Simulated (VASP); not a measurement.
Output of a VASP run:

OSZICAR:
```
...
DAV:   2     0.326520029564E+02   -0.68224E+03   -0.65878E+03  3392   0.544E+02
DAV:   3    -0.411644920332E+02   -0.73816E+02   -0.72931E+02  3584   0.186E+02
DAV:   4    -0.432441765027E+02   -0.20797E+01   -0.20682E+01  3616   0.310E+01
DAV:   5    -0.432770120739E+02   -0.32836E-01   -0.32833E-01  3384   0.450E+00    0.200E+01
DAV:   6    -0.392332843870E+02    0.40437E+01   -0.24919E+01  3704   0.360E+01    0.140E+01
DAV:   7    -0.394116149223E+02   -0.17833E+00   -0.19942E+00  3232   0.103E+01    0.100E+01
DAV:   8    -0.390723087435E+02    0.33931E+00   -0.86549E-01  3168   0.869E+00    0.366E+00
DAV:   9    -0.394334755323E+02   -0.36117E+00   -0.24730E-01  3584   0.535E+00    0.128E+00
DAV:  10    -0.394362168057E+02   -0.27413E-02   -0.30303E-02  3328   0.114E+00    0.187E-01
DAV:  11    -0.394364917767E+02   -0.27497E-03   -0.10568E-03  3592   0.285E-01    0.719E-02
DAV:  12    -0.394367265396E+02   -0.23476E-03   -0.12141E-04  3232   0.807E-02    0.478E-02
DAV:  13    -0.394367585463E+02   -0.32007E-04   -0.41997E-05  3520   0.413E-02    0.146E-02
DAV:  14    -0.394367644062E+02   -0.58599E-05   -0.70592E-06  3080   0.219E-02    0.568E-03
DAV:  15    -0.394367644475E+02   -0.41267E-07   -0.12187E-06  2016   0.855E-03
   1 F= -.40225371E+02 E0= -.40225371E+02  d E =-.402254E+02  mag=     0.0000
       N       E                     dE             d eps       ncg     rms          rms(c)
DAV:   1    -0.394431088547E+02   -0.63444E-02   -0.29432E-01  3320   0.487E+00    0.802E-01
DAV:   2    -0.394353483761E+02    0.77605E-02   -0.26191E-02  3352   0.125E+00    0.489E-01
DAV:   3    -0.394351906717E+02    0.15770E-03   -0.23606E-03  3608   0.418E-01    0.177E-01
DAV:   4    -0.394350744106E+02    0.11626E-03   -0.13843E-04  3888   0.954E-02    0.113E-01
DAV:   5    -0.394350318650E+02    0.42546E-04   -0.50542E-05  3416   0.629E-02    0.356E-02
DAV:   6    -0.394350341804E+02   -0.23155E-05   -0.97927E-06  3472   0.274E-02    0.548E-03
DAV:   7    -0.394350344882E+02   -0.30780E-06   -0.46254E-07  1672   0.640E-03
   2 F= -.40225947E+02 E0= -.40225947E+02  d E =-.575952E-03  mag=     0.0000
       N       E                     dE             d eps       ncg     rms          rms(c)
DAV:   1    -0.394353998640E+02   -0.36568E-03   -0.44726E-02  3320   0.190E+00    0.312E-01
DAV:   2    -0.394342239908E+02    0.11759E-02   -0.39505E-03  3384   0.488E-01    0.192E-01
DAV:   3    -0.394341993582E+02    0.24633E-04   -0.35684E-04  3608   0.162E-01    0.695E-02
DAV:   4    -0.394341819806E+02    0.17378E-04   -0.21342E-05  3872   0.375E-02    0.444E-02
DAV:   5    -0.394341764445E+02    0.55362E-05   -0.77910E-06  3328   0.247E-02    0.139E-02
DAV:   6    -0.394341766685E+02   -0.22404E-06   -0.14705E-06  2608   0.108E-02
   3 F= -.40225992E+02 E0= -.40225992E+02  d E =-.620425E-03  mag=    -0.0000
       N       E                     dE             d eps       ncg     rms          rms(c)
DAV:   1    -0.394347379550E+02   -0.56151E-03   -0.15408E-01  3072   0.278E+00    0.148E-01
DAV:   2    -0.394348328679E+02   -0.94913E-04   -0.39189E-03  3168   0.436E-01    0.831E-02
DAV:   3    -0.394348062141E+02    0.26654E-04   -0.10801E-04  3656   0.907E-02    0.420E-02
DAV:   4    -0.394347934940E+02    0.12720E-04   -0.12205E-05  3840   0.286E-02    0.212E-02
DAV:   5    -0.394347909967E+02    0.24973E-05   -0.45642E-06  3392   0.184E-02    0.864E-03
DAV:   6    -0.394347910887E+02   -0.92005E-07   -0.51942E-07  1584   0.615E-03
   4 F= -.40226239E+02 E0= -.40226239E+02  d E =-.247074E-03  mag=     0.0000
```

OUTCAR:
```
------------------------ aborting loop because EDIFF is reached ----------------------------------------
 Edisp (eV)   -0.79145
  FORCE on cell =-STRESS in cart. coord.  units (eV):
  Direction    XX          YY          ZZ          XY          YZ          ZX
  --------------------------------------------------------------------------------------
  Total       0.05433     0.05433     0.00765     0.00000     0.00000     0.00000
  in kB       1.09404     1.09404     0.15401     0.00000     0.00000     0.00000
  external pressure =        0.78 kB  Pullay stress =        0.00 kB
  volume of cell :       79.56
      direct lattice vectors                 reciprocal lattice vectors
     4.892287335  0.000000000  0.000000000     0.204403366 -0.000000000  0.000000000
     0.000000000  4.892287335  0.000000000    -0.000000000  0.204403366  0.000000000
     0.000000000  0.000000000  3.323968288     0.000000000  0.000000000  0.300845229
 POSITION                                       TOTAL-FORCE (eV/Angst)
 -----------------------------------------------------------------------------------
      0.00000      0.00000      0.00000        -0.000000      0.000000      0.000000
      2.44614      2.44614      1.66198        -0.000000      0.000000      0.000000
      1.48529      1.48529      3.32397        -0.010284     -0.010284      0.000000
      3.93143      0.96086      1.66198        -0.010284      0.010284     -0.000000
      0.96086      3.93143      1.66198         0.010284     -0.010284      0.000000
      3.40700      3.40700      0.00000         0.010284      0.010284     -0.000000
 -----------------------------------------------------------------------------------
    total drift:                                0.000000      0.000000      0.000000
  FREE ENERGIE OF THE ION-ELECTRON SYSTEM (eV)
  ---------------------------------------------------
  free  energy   TOTEN  =       -40.2262386475 eV

  energy  without entropy=      -40.2262386475  energy(sigma->0) =      -40.22623865

 total charge

# of ion       s       p       d       tot
------------------------------------------
    1        0.160   6.140   4.954  11.254
    2        0.160   6.140   4.954  11.254
    3        1.735   4.362   0.000   6.096
    4        1.735   4.362   0.000   6.096
    5        1.735   4.362   0.000   6.096
    6        1.735   4.362   0.000   6.096
--------------------------------------------------
tot          7.259  29.726   9.908  46.893

 magnetization (x)

# of ion       s       p       d       tot
------------------------------------------
    1        0.017   0.016   4.506   4.540
    2       -0.017  -0.016  -4.506  -4.540
    3       -0.002  -0.024   0.000  -0.026
    4        0.002   0.024   0.000   0.026
    5        0.002   0.024   0.000   0.026
    6       -0.002  -0.024   0.000  -0.026
--------------------------------------------------
tot         -0.000   0.000  -0.000  -0.000

 reached required accuracy - stopping structural energy minimisation
```
(Selected blocks of OUTCAR.)

File POSCAR:
```
MnF2
1
    4.8962545353     0.0000000000     0.0000000000
    0.0000000000     4.8962545353     0.0000000000
    0.0000000000     0.0000000000     3.3331919636
Mn F
2 4
Direct
  0.0000000000   0.0000000000   1.0000000000
  0.5000000000   0.5000000000   0.5000000000
  0.3042939239   0.3042939239   1.0000000000
  0.8042939239   0.1957060761   0.5000000000
  0.1957060761   0.8042939239   0.5000000000
  0.6957060761   0.6957060761   0.0000000000
```

Task: Reconstruct the remaining input files.

Result: Several could match; the one computed here: the input of the run itself, PBE GGA with D3 dispersion (zero damping), plane waves, VASP's PBE PAW potentials (set 64).

### INCAR
```
! general
SYSTEM =MnF2
PREC   =Accurate
ENCUT  =520
LREAL  =.FALSE.
LASPH  =.TRUE.

! electronic loop
EDIFF  =1E-6
NELM   =100
ALGO   =Normal
LMAXMIX=4

! smearing
ISMEAR =0
SIGMA  =0.05

! functional
GGA    =PE
IVDW   =11

! spin
ISPIN  =2
MAGMOM =5.0 -5.0 0.0 0.0 0.0 0.0

! ions
IBRION =2
NSW    =60
ISIF   =3
EDIFFG =-0.02

! output
LWAVE  =.FALSE.
LCHARG =.FALSE.
LORBIT =10
```

KPOINTS:
```
Regular mesh
0
gamma
4 4 6
```

POTCAR, in this order: Mn_pv F (PBE.64 set). Program: vasp_std.

The compound is MnF2 in the rutile structure. This run relaxes it. Symmetry was kept, so distortions that lower it aren't found. The start is the result of an earlier pass.
